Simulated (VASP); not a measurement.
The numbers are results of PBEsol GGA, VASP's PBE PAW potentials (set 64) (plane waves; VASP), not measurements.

The input files of a VASP run:

**POSCAR**
```
SiO2
1.0
  4.1081889953   0.0000000000   0.0000000000
  0.0000000000   4.1081889953   0.0000000000
  0.0000000000   0.0000000000   2.6294516043
Si O
2 4
Cart
  0.0000000000   0.0000000000   0.0000000000
  2.0540944976   2.0540944976   1.3147258021
  1.2568963305   1.2568963305   2.6294516043
  3.3109908282   0.7971981671   1.3147258021
  0.7971981671   3.3109908282   1.3147258021
  2.8512926648   2.8512926648   0.0000000000
```

### KPOINTS
```
Automatic mesh
0
Gamma
5 5 8
0 0 0
```

### INCAR
```
SYSTEM = SiO2
PREC = Accurate; ENCUT = 520; LREAL = F
LASPH = T
EDIFF = 1E-7; NELM = 100; ALGO = Normal
ISMEAR = 0; SIGMA = 0.05
GGA = PS
IBRION = 2; NSW = 30; ISIF = 4
EDIFFG = -0.01
LWAVE = F; LCHARG = F
```

POTCAR, in this order: Si O (PBE.64 set). Program: vasp_std.

What VASP printed:

### OSZICAR
```
       N       E                     dE             d eps       ncg     rms          rms(c)
DAV:   1     0.161866596838E+03    0.16187E+03   -0.18441E+04  1200   0.155E+03
DAV:   2    -0.463395381877E+02   -0.20821E+03   -0.19984E+03  1548   0.327E+02
DAV:   3    -0.531020572617E+02   -0.67625E+01   -0.67436E+01  1440   0.634E+01
DAV:   4    -0.531541562696E+02   -0.52099E-01   -0.52051E-01  1412   0.621E+00
DAV:   5    -0.531547115228E+02   -0.55525E-03   -0.55517E-03  1396   0.619E-01    0.182E+01
DAV:   6    -0.488438238966E+02    0.43109E+01   -0.16204E+01  1340   0.287E+01    0.874E+00
DAV:   7    -0.488002391087E+02    0.43585E-01   -0.56292E-01  1424   0.514E+00    0.318E+00
DAV:   8    -0.487922219443E+02    0.80172E-02   -0.20305E-02  1348   0.144E+00    0.101E+00
DAV:   9    -0.487924311168E+02   -0.20917E-03   -0.49872E-03  1428   0.717E-01    0.265E-01
DAV:  10    -0.487925131731E+02   -0.82056E-04   -0.18933E-04  1420   0.127E-01    0.270E-02
DAV:  11    -0.487925089792E+02    0.41939E-05   -0.34912E-05  1408   0.457E-02    0.697E-03
DAV:  12    -0.487925089565E+02    0.22689E-07   -0.28637E-06  1404   0.145E-02    0.312E-03
DAV:  13    -0.487925090844E+02   -0.12784E-06   -0.34165E-07  1268   0.506E-03    0.248E-03
DAV:  14    -0.487925090858E+02   -0.14561E-08   -0.39049E-08   812   0.157E-03
   1 F= -.48792509E+02 E0= -.48792509E+02  d E =-.487925E+02
       N       E                     dE             d eps       ncg     rms          rms(c)
DAV:   1    -0.487896755854E+02    0.28335E-02   -0.11985E+01  1224   0.294E+01    0.100E+00
DAV:   2    -0.488092330696E+02   -0.19557E-01   -0.32677E-01  1432   0.456E+00    0.504E-01
DAV:   3    -0.488020029119E+02    0.72302E-02   -0.66430E-03  1404   0.884E-01    0.213E-01
DAV:   4    -0.488010513945E+02    0.95152E-03   -0.53543E-03  1400   0.643E-01    0.543E-02
DAV:   5    -0.488010682238E+02   -0.16829E-04   -0.79883E-04  1372   0.245E-01    0.300E-02
DAV:   6    -0.488010620326E+02    0.61912E-05   -0.54879E-05  1388   0.760E-02    0.152E-02
DAV:   7    -0.488010568485E+02    0.51841E-05   -0.10364E-05  1364   0.379E-02    0.311E-03
DAV:   8    -0.488010571725E+02   -0.32398E-06   -0.31736E-06  1412   0.133E-02    0.223E-03
DAV:   9    -0.488010571016E+02    0.70880E-07   -0.87815E-07  1384   0.954E-03
   2 F= -.48801057E+02 E0= -.48801057E+02  d E =-.854802E-02
       N       E                     dE             d eps       ncg     rms          rms(c)
DAV:   1    -0.488051454436E+02   -0.40883E-02   -0.18388E+00  1224   0.116E+01    0.405E-01
DAV:   2    -0.488082073049E+02   -0.30619E-02   -0.50156E-02  1432   0.179E+00    0.193E-01
DAV:   3    -0.488071162936E+02    0.10910E-02   -0.94647E-04  1396   0.337E-01    0.816E-02
DAV:   4    -0.488069640496E+02    0.15224E-03   -0.83254E-04  1408   0.255E-01    0.195E-02
DAV:   5    -0.488069731677E+02   -0.91181E-05   -0.16672E-04  1360   0.118E-01    0.146E-02
DAV:   6    -0.488069648776E+02    0.82901E-05   -0.14725E-05  1372   0.430E-02    0.444E-03
DAV:   7    -0.488069651239E+02   -0.24627E-06   -0.25480E-06  1412   0.119E-02    0.319E-03
DAV:   8    -0.488069650290E+02    0.94937E-07   -0.20160E-07   876   0.450E-03
   3 F= -.48806965E+02 E0= -.48806965E+02  d E =-.144559E-01
       N       E                     dE             d eps       ncg     rms          rms(c)
DAV:   1    -0.488089875202E+02   -0.20224E-02   -0.12847E-01  1344   0.316E+00    0.258E-01
DAV:   2    -0.488081312304E+02    0.85629E-03   -0.14562E-03  1372   0.330E-01    0.144E-01
DAV:   3    -0.488076729686E+02    0.45826E-03   -0.57253E-04  1400   0.218E-01    0.846E-03
DAV:   4    -0.488076768030E+02   -0.38345E-05   -0.40404E-05  1340   0.513E-02    0.815E-03
DAV:   5    -0.488076768316E+02   -0.28509E-07   -0.52932E-07  1400   0.696E-03
   4 F= -.48807677E+02 E0= -.48807677E+02  d E =-.711803E-03
       N       E                     dE             d eps       ncg     rms          rms(c)
DAV:   1    -0.488077477235E+02   -0.70920E-04   -0.38213E-03  1340   0.546E-01    0.446E-02
DAV:   2    -0.488077225922E+02    0.25131E-04   -0.42945E-05  1376   0.567E-02    0.249E-02
DAV:   3    -0.488077091140E+02    0.13478E-04   -0.16830E-05  1396   0.374E-02    0.140E-03
DAV:   4    -0.488077091893E+02   -0.75320E-07   -0.11760E-06  1332   0.874E-03    0.136E-03
DAV:   5    -0.488077091705E+02    0.18787E-07   -0.13312E-08   716   0.116E-03
   5 F= -.48807709E+02 E0= -.48807709E+02  d E =-.744142E-03
```

File OUTCAR:
```
------------------------ aborting loop because EDIFF is reached ----------------------------------------
  FORCE on cell =-STRESS in cart. coord.  units (eV):
  Direction    XX          YY          ZZ          XY          YZ          ZX
  --------------------------------------------------------------------------------------
  Total        5.7399222      5.7399222      5.7405813      0.0000000      0.0000000      0.0000000
  in kB      207.2290217    207.2290217    207.2528170      0.0000000      0.0000000      0.0000000
  external PRESSURE =     207.2369534 kB  Pullay stress =       0.0000000 kB
  volume of cell :       44.38
      direct lattice vectors                 reciprocal lattice vectors
     4.094853872 -0.000000000  0.000000000     0.244208959  0.000000000  0.000000000
    -0.000000000  4.094853872  0.000000000     0.000000000  0.244208959  0.000000000
     0.000000000  0.000000000  2.646605406     0.000000000  0.000000000  0.377842499
 POSITION                                       TOTAL-FORCE (eV/Angst)
 -----------------------------------------------------------------------------------
      0.00000     -0.00000      0.00000         0.000000     -0.000000      0.000000
      2.04743      2.04743      1.32330         0.000000     -0.000000      0.000000
      1.24409      1.24409      0.00000        -0.000374     -0.000374      0.000000
      3.29152      0.80334      1.32330        -0.000374      0.000374      0.000000
      0.80334      3.29152      1.32330         0.000374     -0.000374      0.000000
      2.85076      2.85076      0.00000         0.000374      0.000374      0.000000
 -----------------------------------------------------------------------------------
    total drift:                                0.000000      0.000000      0.000000
  FREE ENERGIE OF THE ION-ELECTRON SYSTEM (eV)
  ---------------------------------------------------
  free  energy   TOTEN  =       -48.8077091705 eV

  energy  without entropy=      -48.8077091705  energy(sigma->0) =      -48.80770917

 reached required accuracy - stopping structural energy minimisation
```
(Selected blocks of OUTCAR.)

File CONTCAR:
```
SiO2
   1.00000000000000
     4.0948538719561620   -0.0000000000000000    0.0000000000000000
    -0.0000000000000000    4.0948538719561620    0.0000000000000000
     0.0000000000000000    0.0000000000000000    2.6466054059341282
  Si              O
     2     4
Direct
     0.0000000000000000    0.0000000000000000    0.0000000000000000
     0.5000000000000000    0.5000000000000000    0.5000000000000000
     0.3038179870146829    0.3038179870146829    0.0000000000000000
     0.8038179870146830    0.1961820129853171    0.5000000000000000
     0.1961820129853171    0.8038179870146830    0.5000000000000000
     0.6961820129853170    0.6961820129853170    0.0000000000000000
```

The compound is SiO2 in the rutile structure, stishovite, a high-pressure form. This cell is one point of a volume scan, at 0.94 of the reference volume. Symmetry was kept, so distortions that lower it aren't found.
